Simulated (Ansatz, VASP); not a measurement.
# V (bcc) in two plane-wave programs, part 2 of 2

One calculation is typed for both programs; each brings its own data sets. How far apart do they land? The two relaxations start from unlike cells of this crystal (the structure described is Ansatz's start), so only their ends are compared.

VASP 6.6.1 and Ansatz 0.2.0.

So far: Starting point; Ansatz: relaxation of cell and atoms, PBEsol; VASP: relaxation of cell and atoms, PBEsol; Comparison.

## (5) VASP: relaxation of cell and atoms, LDA

Level of this step: LDA, no spin polarisation; plane waves and PAW (V_sv) (VASP).

The relaxed volume is the usual yardstick between codes: in a stiff, nearly cubic crystal its relative difference is about their pressure difference at one cell divided by the bulk modulus.

Contents of INCAR:

```
SYSTEM = V
PREC = Accurate
ENCUT = 500
EDIFF = 1E-07
NELM = 120
ISMEAR = -1
SIGMA = 0.05
LREAL = .FALSE.
ALGO = Normal
GGA = CA
NBANDS = 12
LASPH = .TRUE.
LORBIT = 11
LWAVE = .FALSE.
LCHARG = .FALSE.
ISIF = 3
IBRION = 2
NSW = 80
EDIFFG = -0.005
GGA_COMPAT = .FALSE.
NELMIN = 4
```

Contents of POSCAR:

```
V
1.0
   -1.4643794310      1.4643794310      1.4643794310
    1.4643794310     -1.4643794310      1.4643794310
    1.4643794310      1.4643794310     -1.4643794310
V
1
Direct
    0.0000000000      0.0000000000      0.0000000000
```

Contents of KPOINTS:

```
Automatic mesh
0
Gamma
18 18 18
0 0 0
```

PAW data sets: V_sv (LDA family, release 64).

Run with:

```
$ mpirun -np 1 vasp_std
```

Numbers of over 12 decimals in the logs are rounded to 6 here.

The log of the run:

```text
[banner, memory and clock lines left out]
running    1 mpi-ranks, on    1 nodes
[...]
LDA part: xc-table for (Slater(with rela. corr.)+CA(PZ))
 , standard interpolation
 POSCAR, INCAR and KPOINTS ok, starting setup
[...]
entering main loop
       N       E                     dE             d eps       ncg     rms          rms(c)
DAV:   1     0.875015011961E+02    0.87502E+02   -0.69081E+03  4688   0.116E+03
DAV:   2    -0.996223984058E+01   -0.97464E+02   -0.94472E+02  4824   0.326E+02
DAV:   3    -0.112660881873E+02   -0.13038E+01   -0.12991E+01  5156   0.436E+01
DAV:   4    -0.112723569439E+02   -0.62688E-02   -0.62687E-02  5068   0.325E+00
[...]
DAV:   9    -0.995690404683E+01   -0.36469E-04   -0.89280E-05  4872   0.133E-01    0.502E-02
DAV:  10    -0.995691551188E+01   -0.11465E-04   -0.39923E-06  5040   0.251E-02    0.166E-03
DAV:  11    -0.995691547106E+01    0.40812E-07   -0.28061E-07  4900   0.889E-03
   1 F= -.99569155E+01 E0= -.99501229E+01  d E =-.995692E+01
[...]
DAV:   2    -0.995692375720E+01    0.13662E-02   -0.33687E-03  4708   0.978E-01    0.839E-02
DAV:   3    -0.995690457534E+01    0.19182E-04   -0.16772E-05  4920   0.487E-02    0.497E-02
DAV:   4    -0.995689556580E+01    0.90095E-05   -0.11416E-05  4884   0.374E-02    0.290E-03
DAV:   5    -0.995689561760E+01   -0.51808E-07   -0.12881E-07  3956   0.554E-03
   2 F= -.99568956E+01 E0= -.99501231E+01  d E =0.198535E-04
 trial-energy change:    0.000020  1 .order    0.000015   -0.000043    0.000074
 step:   0.3204(harm=  0.3687)  dis= 0.00000  next Energy=    -9.956922 (dE=-0.683E-05)
[...]
N       E                     dE             d eps       ncg     rms          rms(c)
DAV:   1    -0.995756491292E+01   -0.66935E-03   -0.10506E-02  4684   0.177E+00    0.294E-01
DAV:   2    -0.995693373978E+01    0.63117E-03   -0.15693E-03  4708   0.665E-01    0.566E-02
DAV:   3    -0.995692507278E+01    0.86670E-05   -0.77301E-06  4896   0.331E-02    0.334E-02
DAV:   4    -0.995692059143E+01    0.44814E-05   -0.52989E-06  4868   0.255E-02    0.203E-03
DAV:   5    -0.995692060748E+01   -0.16043E-07   -0.61017E-08  3168   0.389E-03
   3 F= -.99569206E+01 E0= -.99501345E+01  d E =-.513641E-05
[...]
reached required accuracy - stopping structural energy minimisation
```

Parts of OUTCAR (step 5):

```text
  Total       -0.0003296     -0.0003296     -0.0003296      0.0000000     -0.0000000      0.0000000
  in kB       -0.0420702     -0.0420702     -0.0420702      0.0000000     -0.0000000      0.0000000
  external PRESSURE =      -0.0420702 kB  Pullay stress =       0.0000000 kB

 POSITION                                       TOTAL-FORCE (eV/Angst)
 -----------------------------------------------------------------------------------
      0.00000      0.00000      0.00000         0.000000     -0.000000      0.000000
 -----------------------------------------------------------------------------------
    total drift:                                0.000000      0.000000      0.000000

  FREE ENERGIE OF THE ION-ELECTRON SYSTEM (eV)
  ---------------------------------------------------
  free  energy   TOTEN  =        -9.9569206075 eV

  energy  without entropy=       -9.9433484122  energy(sigma->0) =       -9.95013451

[... 2 parts as in an earlier step ...]

[... 2 further parts left out ...]
[key lines of the parts left out:]
E-fermi :  10.3972
```

## (6) Ansatz: relaxation of cell and atoms, LDA

Its own start cell and the same functional (in two slightly different forms), mesh and smearing now go to Ansatz.

The two relaxations start from unlike cells of this crystal (the structure described is Ansatz's start), so only their ends are compared.

Contents of input.yaml:

```yaml
crystal:
  lattice:
    - [-1.512, 1.512, 1.512]
    - [1.512, -1.512, 1.512]
    - [1.512, 1.512, -1.512]
  atoms:
    - { symbol: V, position: [0.0, 0.0, 0.0] }
basis:
  ecutwfc: 420
  xc_grid: 2
hamiltonian:
  xc: lda
kpoints:
  mp_grid: { grid: [18, 18, 18] }
scf:
  occupations: { method: fermi_dirac, width: 0.05 }
  max_iter: 150
output:
  forces: true
  stress: true
relax:
  f_tol: 0.01
  max_steps: 60
  cell: {}
checkpoint:
  write: "../lda.run"
  compress: false
  write_wavefunctions: false
  write_every: 100000
```

Run with:

```
$ ansatz run input.yaml --threads 1 --pin off --max-ram 2826MiB --backend cpu --events-out ev --progress --plain --runs-dir out
```

The log of the run:

```text
[...]
Crystal: 1 atoms, lattice volume = 13.827 Å³
Basis set: ecut = 420 eV, 249 PW (Γ), exchange–correlation on 36×36×36 points (8 copies of the dense FFT grid, shifted against one another)
Bands: 11, of which v1, the nominal top of the filled ones, is band 7 counted from 1 (6 counted from 0)
Symmetry: 48 space group operations
[...]
k-points: 195 of 5832
[...]
0.000349      -0.000000       0.000000
       -0.000000       0.000349       0.000000
        0.000000       0.000000       0.000349
  P = ⅓ Tr σ = 0.0003 GPa (0.003 kbar)
--- Relaxed structure (5 steps of the walk, 5 accepted, 2 SCFs on fresh bases) ---
[...]
cell:  # Å, volume = 12.5244 Å³
    - [-1.462961, 1.462961, 1.462961]
    - [1.462961, -1.462961, 1.462961]
    - [1.462961, 1.462961, -1.462961]
  atoms:
    - { symbol: V, position: [0.0, 0.0, 0.0] }
[key lines of the parts left out:]
SCF converged after 4 iterations
Free energy (F): -2860.465128 eV
Fermi energy:    17.640009 eV
```

## (7) Side by side

What differs besides the data sets and the points named for the pairs above, as far as they apply: the two LDA forms differ slightly; VASP's log shows a relativistic correction to its local exchange, Ansatz's none. Total energies have different zeros and are not compared.

Compared:

| quantity | Ansatz | VASP | difference |
| --- | --- | --- | --- |
| volume (Å³) | 12.52 | 12.55 | -0.21 % |
| edge a after relaxation, in the typed setting (Å) | 2.534 | 2.536 | -0.07 % |

## (8) What came out

```json
{
  "difference in volume (relaxation of cell and atoms, PBEsol)": "-0.053 %",
  "difference in volume (relaxation of cell and atoms, LDA)": "-0.21 %"
}
```

The difference in volume is -0.21 % (relaxation of cell and atoms, LDA), within the 1.2 % picked in this series as the mark of a large difference, as far as the stopping tolerances let one tell. Such differences can come from data sets, numerical settings and the points named under the comparisons, not from the functional's error against experiment.

[Lines on the potential files, build, host, timing and source positions are cut from VASP's logs without a mark.]

[Logs are printed without paths, hosts, clocks, repeated set-up lines and the standing remarks that a program may print on its own settings, such as how far it seeks lower states.]

[Hosts, paths, dates, database ids (printed as entryN), source tags and the programs' standing remarks are cut or masked in the printed files.]
